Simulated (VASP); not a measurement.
All values below come from PBEsol GGA, VASP's PBE PAW potentials (set 64) (plane waves; VASP 6.6.1).

A VASP calculation is set up with these files.

KPOINTS:
```
k-points along high-symmetry lines
15
Line-mode
Reciprocal
  0.000000   0.000000   0.000000 ! GAMMA
  0.000000   0.500000   0.000000 ! X

  0.000000   0.500000   0.000000 ! X
  0.500000   0.500000   0.000000 ! M

  0.500000   0.500000   0.000000 ! M
  0.000000   0.000000   0.000000 ! GAMMA

  0.000000   0.000000   0.000000 ! GAMMA
  0.500000   0.500000   0.500000 ! R

  0.500000   0.500000   0.500000 ! R
  0.000000   0.500000   0.000000 ! X

  0.500000   0.500000   0.500000 ! R
  0.500000   0.500000   0.000000 ! M
```

POSCAR:
```
Br
1
    3.0193035312     0.0000000000     0.0000000000
    0.0000000000     3.0193035312     0.0000000000
    0.0000000000     0.0000000000     3.0193035312
Br
1
Direct
  0.0000000000   0.0000000000   0.0000000000
```

**INCAR**
```
ALGO  =  Normal
EDIFF  =  1E-7
ENCUT  =  400
GGA  =  PS
ICHARG  =  11
ISMEAR  =  0
LASPH  =  .True.
LCHARG  =  .False.
LMAXMIX  =  4
LORBIT  =  11
LREAL  =  .False.
LWAVE  =  .False.
NELM  =  100
PREC  =  Accurate
SIGMA  =  0.05
SYSTEM  =  Br
```

POTCAR, in this order: Br (PBE.64 set). Program: vasp_std. Read from the step before: CHGCAR.

What will the output report for the number of irreducible k-points (NKPTS), number of bands (NBANDS), largest plane-wave count, number of space-group operations, FFT grid (NGX, NGY, NGZ)?

```json
{
  "number of irreducible k-points (NKPTS)": "90",
  "number of bands (NBANDS)": "7",
  "largest_plane_wave_count": "516",
  "number_of_space_group_operations": "48",
  "FFT grid (NGX, NGY, NGZ)": "20 × 20 × 20"
}
```

The structure was generated: Br was put into the simple-cubic type (Pm-3m), which need not be its known phase. It was relaxed first, which changed the volume by -7 %.
